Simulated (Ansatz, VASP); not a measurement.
# AlN in two plane-wave programs

Aim: how closely do two programs agree when they are given the same cell, functional and k mesh? The cell is taken from a series of runs on this material, whose earlier steps may have relaxed, scaled, displaced or heated it; both programs get it as it stands.

Main program and level: Ansatz 0.2.0; plane waves, with VASP 6.6.1 beside it; dielectric response at LDA.

## 1. The structure

It takes space group P6_3mc (No. 186, hexagonal). The conventional cell has a = 3.113 Å, b = 3.113 Å, c = 4.981 Å, α = 90.00°, β = 90.00°, γ = 120.00°. Nearest to Al lie 4 N at 1.89 Å. Nearest to N lie 4 Al at 1.89 Å. Farther neighbours and most contacts between anions are not listed.

## 2. VASP: dielectric response, LDA

The response to a field tests empty states and converges slowly with the mesh.

Lines of VASP's logs that name or quote its potential files are left out, and so is its time.

Input file INCAR:

```
SYSTEM = AlN
PREC = Accurate
ENCUT = 520
EDIFF = 1E-08
NELM = 120
ISMEAR = 0
SIGMA = 0.01
LREAL = .FALSE.
ALGO = Normal
GGA = CA
NBANDS = 14
LORBIT = 11
LWAVE = .FALSE.
LCHARG = .FALSE.
ISIF = 2
LEPSILON = .TRUE.
LASPH = .TRUE.
GGA_COMPAT = .FALSE.
```

Input file POSCAR:

```
AlN
1.0
    3.1130000000      0.0000000000      0.0000000000
   -1.5565000000      2.6959370820      0.0000000000
    0.0000000000      0.0000000000      4.9810000000
Al N
2 2
Direct
    0.3333333333      0.6666666667      0.0000000000
    0.6666666667      0.3333333333      0.5000000000
    0.3333333333      0.6666666667      0.3800000000
    0.6666666667      0.3333333333      0.8800000000
```

Input file KPOINTS:

```
Automatic mesh
0
Gamma
9 9 4
0 0 0
```

Potentials, in the order of the species: Al and N (LDA family, release 64).

On the command line:

```
$ mpirun -np 1 vasp_std
```

Numbers of over 12 decimals in the logs are rounded to 6 here.

Log:

```text
[banner, memory and clock lines left out]
running    1 mpi-ranks, on    1 nodes
 distrk:  each k-point on    1 cores,    1 groups
 distr:  one band on    1 cores,    1 groups

 POSCAR found type information on POSCAR AlN
 POSCAR found :  2 types and       4 ions
 LDA part: xc-table for (Slater(with rela. corr.)+CA(PZ))
 , standard interpolation
 POSCAR, INCAR and KPOINTS ok, starting setup
 FFT: planning ... GRIDC
 FFT: planning ... GRID_SOFT
 FFT: planning ... GRID
 WAVECAR not read
 entering main loop
       N       E                     dE             d eps       ncg     rms          rms(c)
DAV:   1     0.438800053179E+02    0.43880E+02   -0.73504E+03  1008   0.101E+03
DAV:   2    -0.340990575633E+02   -0.77979E+02   -0.71305E+02  1392   0.196E+02
DAV:   3    -0.378528996268E+02   -0.37538E+01   -0.37386E+01  1380   0.451E+01
DAV:   4    -0.378748652760E+02   -0.21966E-01   -0.21964E-01  1122   0.416E+00
DAV:   5    -0.378750878513E+02   -0.22258E-03   -0.22256E-03  1356   0.409E-01    0.122E+01
DAV:   6    -0.329355736505E+02    0.49395E+01   -0.14118E+01  1146   0.274E+01    0.439E+00
DAV:   7    -0.328896812137E+02    0.45892E-01   -0.63042E-01  1164   0.527E+00    0.279E+00
DAV:   8    -0.328339239330E+02    0.55757E-01   -0.80564E-02  1170   0.257E+00    0.379E-01
DAV:   9    -0.328296267002E+02    0.42972E-02   -0.10404E-02  1326   0.724E-01    0.218E-01
DAV:  10    -0.328298158185E+02   -0.18912E-03   -0.97939E-04  1164   0.201E-01    0.109E-01
DAV:  11    -0.328297551081E+02    0.60710E-04   -0.14177E-04  1260   0.918E-02    0.212E-02
DAV:  12    -0.328297547567E+02    0.35145E-06   -0.24388E-06  1266   0.127E-02    0.610E-03
DAV:  13    -0.328297544759E+02    0.28074E-06   -0.14910E-06  1248   0.901E-03    0.721E-04
DAV:  14    -0.328297544987E+02   -0.22739E-07   -0.28236E-08  1200   0.134E-03    0.110E-03
DAV:  15    -0.328297545008E+02   -0.21506E-08   -0.17192E-09   786   0.362E-04
   1 F= -.32829755E+02 E0= -.32829755E+02  d E =-.923531E-55
 Linear response reoptimize wavefunctions to high precision
DAV:   1    -0.328297545008E+02    0.50932E-10   -0.46762E-10   852   0.160E-04
 Linear response G [H, r] |phi>, progress :
  Direction:   1
       N       E                     dE             d eps       ncg     rms
RMM:   1    -0.621731325714E+02   -0.62173E+02    0.90169E+01  2455   0.699E+01
RMM:   2    -0.541553183576E+02    0.80178E+01   -0.35246E+00  1695   0.140E+01
RMM:   3    -0.541703687372E+02   -0.15050E-01   -0.29016E-02  1822   0.129E+00
RMM:   4    -0.541705435938E+02   -0.17486E-03   -0.51648E-04  1957   0.168E-01
RMM:   5    -0.541705451246E+02   -0.15308E-05   -0.18786E-05  1946   0.258E-02
RMM:   6    -0.541705449473E+02    0.17727E-06   -0.19004E-06  2012   0.431E-03
RMM:   7    -0.541705448934E+02    0.53971E-07   -0.12930E-06  2000   0.942E-04
RMM:   8    -0.541705448415E+02    0.51839E-07   -0.25620E-06  1698   0.376E-04
RMM:   9    -0.541705448461E+02   -0.46195E-08    0.87228E-07  1404   0.299E-04
RMM:  10    -0.541705448400E+02    0.61391E-08   -0.80636E-07  1376   0.292E-04
RMM:  11    -0.541705448490E+02   -0.89963E-08   -0.12429E-06  1321   0.297E-04
RMM:  12    -0.541705448442E+02    0.47693E-08   -0.31651E-06  1320   0.294E-04
 Linear response G [H, r] |phi>, progress :
  Direction:   2
       N       E                     dE             d eps       ncg     rms
RMM:   1    -0.666598069150E+02   -0.66660E+02    0.12662E+01  2319   0.688E+01
RMM:   2    -0.621894692217E+02    0.44703E+01   -0.28098E+00  1689   0.126E+01
RMM:   3    -0.622089925411E+02   -0.19523E-01   -0.23636E-02  1802   0.117E+00
RMM:   4    -0.622092464977E+02   -0.25396E-03   -0.51403E-04  1933   0.156E-01
RMM:   5    -0.622092461570E+02    0.34073E-06   -0.19593E-05  1952   0.238E-02
RMM:   6    -0.622092458823E+02    0.27465E-06   -0.34837E-06  2033   0.401E-03
RMM:   7    -0.622092456588E+02    0.22356E-06   -0.94781E-07  2011   0.870E-04
RMM:   8    -0.622092456224E+02    0.36367E-07   -0.12010E-06  1656   0.357E-04
RMM:   9    -0.622092456177E+02    0.46847E-08   -0.15757E-06  1424   0.289E-04
RMM:  10    -0.622092456181E+02   -0.33803E-09   -0.19966E-06  1366   0.284E-04
RMM:  11    -0.622092456137E+02    0.43634E-08   -0.25102E-06  1348   0.288E-04
RMM:  12    -0.622092456129E+02    0.76724E-09   -0.81149E-06  1331   0.289E-04
 Linear response G [H, r] |phi>, progress :
  Direction:   3
       N       E                     dE             d eps       ncg     rms
RMM:   1    -0.692548953343E+02   -0.69255E+02    0.24379E+01  2352   0.692E+01
RMM:   2    -0.581503006355E+02    0.11105E+02   -0.34654E+00  1656   0.135E+01
RMM:   3    -0.581657199635E+02   -0.15419E-01   -0.29435E-02  1765   0.124E+00
RMM:   4    -0.581659870608E+02   -0.26710E-03   -0.38600E-04  1886   0.158E-01
RMM:   5    -0.581659978456E+02   -0.10785E-04   -0.28214E-06  1878   0.237E-02
RMM:   6    -0.581659988437E+02   -0.99810E-06    0.75289E-07  1953   0.387E-03
RMM:   7    -0.581659989584E+02   -0.11469E-06   -0.92714E-07  1908   0.753E-04
RMM:   8    -0.581659988980E+02    0.60378E-07   -0.46371E-07  1594   0.246E-04
RMM:   9    -0.581659988686E+02    0.29336E-07   -0.98626E-07  1343   0.177E-04
RMM:  10    -0.581659988677E+02    0.93163E-09   -0.28542E-06  1273   0.171E-04
RMM:  11    -0.581659988736E+02   -0.58417E-08    0.81792E-07  1249   0.172E-04
RMM:  12    -0.581659988635E+02    0.10012E-07    0.30953E-06  1231   0.173E-04
 Linear response to external field (no local field effect), progress :
  Direction:   1
       N       E                     dE             d eps       ncg     rms          rms(c)
RMM:   1    -0.348227356593E+00   -0.34823E+00   -0.11408E+00  2103   0.294E+00
RMM:   2    -0.357401952845E+00   -0.91746E-02   -0.44907E-03  1741   0.378E-01
RMM:   3    -0.357480336706E+00   -0.78384E-04   -0.63863E-05  1806   0.398E-02
RMM:   4    -0.357481701721E+00   -0.13650E-05   -0.18509E-06  1868   0.555E-03
RMM:   5    -0.357481736035E+00   -0.34314E-07   -0.61632E-08  1818   0.832E-04
RMM:   6    -0.357481736292E+00   -0.25712E-09   -0.14083E-08  1423   0.142E-04
 change of polarisation eV/A/(eV/A) component  1 :     0.715    -0.237    -0.061
 dielectric tensor                  component  1 :     4.095    -1.028    -0.264
 Linear response to external field (no local field effect), progress :
  Direction:   2
       N       E                     dE             d eps       ncg     rms          rms(c)
RMM:   1    -0.480832721022E+00   -0.48083E+00   -0.17300E+00  2075   0.317E+00
RMM:   2    -0.490755126352E+00   -0.99224E-02   -0.56308E-03  1723   0.392E-01
RMM:   3    -0.490850787558E+00   -0.95661E-04   -0.82315E-05  1790   0.423E-02
RMM:   4    -0.490852464430E+00   -0.16769E-05   -0.25908E-06  1857   0.589E-03
RMM:   5    -0.490852508859E+00   -0.44429E-07   -0.63691E-08  1791   0.907E-04
RMM:   6    -0.490852509530E+00   -0.67068E-09   -0.12352E-10  1399   0.156E-04
 change of polarisation eV/A/(eV/A) component  2 :    -0.237     0.982    -0.039
 dielectric tensor                  component  2 :    -1.028     5.250    -0.168
 Linear response to external field (no local field effect), progress :
  Direction:   3
       N       E                     dE             d eps       ncg     rms          rms(c)
RMM:   1    -0.435065164680E+00   -0.43507E+00   -0.16000E+00  2071   0.298E+00
RMM:   2    -0.444512075309E+00   -0.94469E-02   -0.44296E-03  1698   0.352E-01
RMM:   3    -0.444574249160E+00   -0.62174E-04   -0.56167E-05  1753   0.348E-02
RMM:   4    -0.444575356996E+00   -0.11078E-05   -0.13718E-06  1834   0.456E-03
RMM:   5    -0.444575384960E+00   -0.27964E-07   -0.26372E-08  1753   0.652E-04
RMM:   6    -0.444575386032E+00   -0.10728E-08   -0.20517E-09  1262   0.108E-04
 change of polarisation eV/A/(eV/A) component  3 :    -0.061    -0.039     0.889
 dielectric tensor                  component  3 :    -0.263    -0.168     4.849
 Linear response to external field, progress :
  Direction:   1
       N       E                     dE             d eps       ncg     rms          rms(c)
RMM:   1    -0.414886189419E+00   -0.41489E+00   -0.14390E+00  5495   0.303E+00
RMM:   2    -0.424080257883E+00   -0.91941E-02   -0.50488E-03  4553   0.379E-01    0.968E-01
RMM:   3    -0.410675121652E+00    0.13405E-01   -0.86755E-03  4459   0.566E-01    0.568E-01
RMM:   4    -0.424519331204E+00   -0.13844E-01   -0.12573E-02  4550   0.695E-01    0.725E-02
RMM:   5    -0.426571995143E+00   -0.20527E-02   -0.24985E-04  4830   0.117E-01    0.117E-02
RMM:   6    -0.426809744260E+00   -0.23775E-03   -0.29209E-06  5060   0.121E-02    0.481E-03
RMM:   7    -0.426899854239E+00   -0.90110E-04   -0.26254E-07  5019   0.359E-03    0.402E-04
RMM:   8    -0.426905120937E+00   -0.52667E-05   -0.19741E-09  5182   0.348E-04    0.190E-04
RMM:   9    -0.426904774952E+00    0.34599E-06   -0.10286E-07  4403   0.151E-04    0.135E-05
RMM:  10    -0.426905141289E+00   -0.36634E-06    0.56793E-08  2966   0.397E-05    0.407E-06
 change of polarisation eV/A/(eV/A) component  1 :     0.797    -0.065    -0.000
 dielectric tensor                  component  1 :     4.449    -0.280    -0.000
 Linear response to external field, progress :
  Direction:   2
       N       E                     dE             d eps       ncg     rms          rms(c)
RMM:   1    -0.415217043895E+00   -0.41522E+00   -0.14423E+00  5562   0.300E+00
RMM:   2    -0.424083700595E+00   -0.88667E-02   -0.50125E-03  4556   0.373E-01    0.968E-01
RMM:   3    -0.410670382914E+00    0.13413E-01   -0.85919E-03  4470   0.565E-01    0.568E-01
RMM:   4    -0.424534915531E+00   -0.13865E-01   -0.12634E-02  4540   0.695E-01    0.725E-02
RMM:   5    -0.426558218292E+00   -0.20233E-02   -0.25054E-04  4853   0.117E-01    0.118E-02
RMM:   6    -0.426811593190E+00   -0.25337E-03   -0.28691E-06  5067   0.120E-02    0.490E-03
RMM:   7    -0.426899279319E+00   -0.87686E-04   -0.24476E-07  5029   0.362E-03    0.373E-04
RMM:   8    -0.426904163082E+00   -0.48838E-05    0.63454E-08  5160   0.346E-04    0.216E-04
RMM:   9    -0.426905025307E+00   -0.86222E-06   -0.27850E-08  4399   0.125E-04    0.151E-05
RMM:  10    -0.426904974950E+00    0.50356E-07   -0.51811E-08  2944   0.419E-05    0.413E-06
 change of polarisation eV/A/(eV/A) component  2 :    -0.109     0.797    -0.000
 dielectric tensor                  component  2 :    -0.473     4.449    -0.000
 Linear response to external field, progress :
  Direction:   3
       N       E                     dE             d eps       ncg     rms          rms(c)
RMM:   1    -0.435065164680E+00   -0.43507E+00   -0.16000E+00  2071   0.298E+00
RMM:   2    -0.444512070887E+00   -0.94469E-02   -0.44296E-03  1698   0.352E-01    0.978E-01
RMM:   3    -0.432521167780E+00    0.11991E-01   -0.74718E-03  1638   0.538E-01    0.576E-01
RMM:   4    -0.446848013926E+00   -0.14327E-01   -0.10778E-02  1686   0.660E-01    0.698E-02
RMM:   5    -0.448664090664E+00   -0.18161E-02   -0.17001E-04  1802   0.956E-02    0.237E-02
RMM:   6    -0.449221511432E+00   -0.55742E-03   -0.16519E-05  1833   0.269E-02    0.593E-03
RMM:   7    -0.449334755149E+00   -0.11324E-03   -0.83155E-07  1835   0.619E-03    0.169E-03
RMM:   8    -0.449364339994E+00   -0.29585E-04   -0.38161E-08  1880   0.125E-03    0.209E-04
RMM:   9    -0.449364978099E+00   -0.63810E-06   -0.12630E-08  1785   0.212E-04    0.429E-05
RMM:  10    -0.449364824077E+00    0.15402E-06   -0.50651E-08  1293   0.621E-05    0.868E-06
 change of polarisation eV/A/(eV/A) component  3 :    -0.060    -0.039     0.841
 dielectric tensor                  component  3 :    -0.261    -0.167     4.642
 Born effective charges drift removed
```

Parts of OUTCAR (step 2):

```text
ion  position               nearest neighbor table
   1  0.333  0.667  0.000-   3 1.89   4 1.89   4 1.89   4 1.89   2 3.07   2 3.07   2 3.07   2 3.07
                             2 3.07   2 3.07
   2  0.667  0.333  0.500-   4 1.89   3 1.89   3 1.89   3 1.89   1 3.07   1 3.07   1 3.07   1 3.07
                             1 3.07   1 3.07
   3  0.333  0.667  0.380-   1 1.89   2 1.89   2 1.89   2 1.89
   4  0.667  0.333  0.880-   2 1.89   1 1.89   1 1.89   1 1.89

  LATTYP: Found a hexagonal cell.
 ALAT       =     3.1130000000
 C/A-ratio  =     1.6000642467

 Subroutine GETGRP returns: Found 12 space group operations
 (whereof  6 operations were pure point group operations)

The static configuration has the point symmetry C_3v.
 The point group associated with its full space group is C_6v.

 Found     36 irreducible k-points:

   k-points           NKPTS =     36   k-points in BZ     NKDIM =     36   number of bands    NBANDS=     14

   dimension x,y,z NGX =    24 NGY =   24 NGZ =   40
   dimension x,y,z NGXF=    48 NGYF=   48 NGZF=   80

   ENCUT  =  520.0 eV  38.22 Ry    6.18 a.u.   5.79  5.79  9.26*2*pi/ulx,y,z

   NELECT =      16.0000    total number of electrons

 k-points in reciprocal lattice and weights: Automatic mesh
   0.00000000  0.00000000  0.00000000       0.003
   0.11111111  0.00000000  0.00000000       0.019
   0.22222222  0.00000000  0.00000000       0.019
   0.33333333  0.00000000  0.00000000       0.019
   0.44444444  0.00000000  0.00000000       0.019
   0.11111111  0.11111111  0.00000000       0.019
   0.22222222  0.11111111  0.00000000       0.037
   0.33333333  0.11111111  0.00000000       0.037
   0.44444444  0.11111111  0.00000000       0.019
[...]
0.33333333  0.22222222  0.50000000       0.037
   0.33333333  0.33333333  0.50000000       0.006

 average (electrostatic) potential at core
       1 -69.9611       2 -69.9611       3 -59.9175       4 -59.9175

  Total       -1.2156217     -1.2156217     -0.7702850      0.0000000      0.0000000      0.0000000
  in kB      -46.5911713    -46.5911713    -29.5227366      0.0000000      0.0000000      0.0000000
  external PRESSURE =     -40.9016931 kB  Pullay stress =       0.0000000 kB

  energy-cutoff  :      520.00
  volume of cell :       41.80
      direct lattice vectors                 reciprocal lattice vectors
     3.113000000  0.000000000  0.000000000     0.321233537  0.185464269  0.000000000
    -1.556500000  2.695937082  0.000000000     0.000000000  0.370928538  0.000000000
     0.000000000  0.000000000  4.981000000     0.000000000  0.000000000  0.200762899

 POSITION                                       TOTAL-FORCE (eV/Angst)
 -----------------------------------------------------------------------------------
     -0.00000      1.79729      0.00000        -0.000000      0.000000     -0.119271
      1.55650      0.89865      2.49050         0.000000     -0.000000     -0.119271
     -0.00000      1.79729      1.89278        -0.000000      0.000000      0.119271
      1.55650      0.89865      4.38328         0.000000      0.000000      0.119271
 -----------------------------------------------------------------------------------
    total drift:                               -0.000000      0.000000      0.000383

 MACROSCOPIC STATIC DIELECTRIC TENSOR (including local field effects in DFT)
 ------------------------------------------------------
           4.448805    -0.000000    -0.000000
          -0.000000     4.448805    -0.000000
           0.000000     0.000000     4.642247
 ------------------------------------------------------

 PIEZOELECTRIC TENSOR (including local field effects)  for field in x, y, z        (C/m^2)
          XX          YY          ZZ          XY          YZ          ZX
  --------------------------------------------------------------------------------
  x     0.00000     0.00000     0.00000    -0.00000     0.00000     0.34213
  y     0.00000     0.00000     0.00000     0.00000     0.34213     0.00000
  z     0.26316     0.26316    -0.39439     0.00000     0.00000     0.00000

 BORN EFFECTIVE CHARGES (including local field effects) (in |e|, cummulative output)
 ---------------------------------------------------------------------------------
 ion    1
    1     2.51453     0.00000    -0.00000
    2     0.00000     2.51453     0.00000
    3     0.00000    -0.00000     2.66721
 ion    2
    1     2.51453     0.00000    -0.00000
    2     0.00000     2.51453     0.00000
    3     0.00000     0.00000     2.66721
 ion    3
    1    -2.51453     0.00000    -0.00000
    2    -0.00000    -2.51453     0.00000
    3     0.00000     0.00000    -2.66721
 ion    4
    1    -2.51453     0.00000     0.00000
    2     0.00000    -2.51453     0.00000
    3     0.00000    -0.00000    -2.66721
```

[end of part 1 of 2]

[Lines on the potential files, build, host, timing and source positions are cut from VASP's logs without a mark.]

[Logs are printed without paths, hosts, clocks, repeated set-up lines and the standing remarks that a program may print on its own settings, such as how far it seeks lower states.]

[Hosts, paths, dates, database ids (printed as entryN), source tags and the programs' standing remarks are cut or masked in the printed files.]
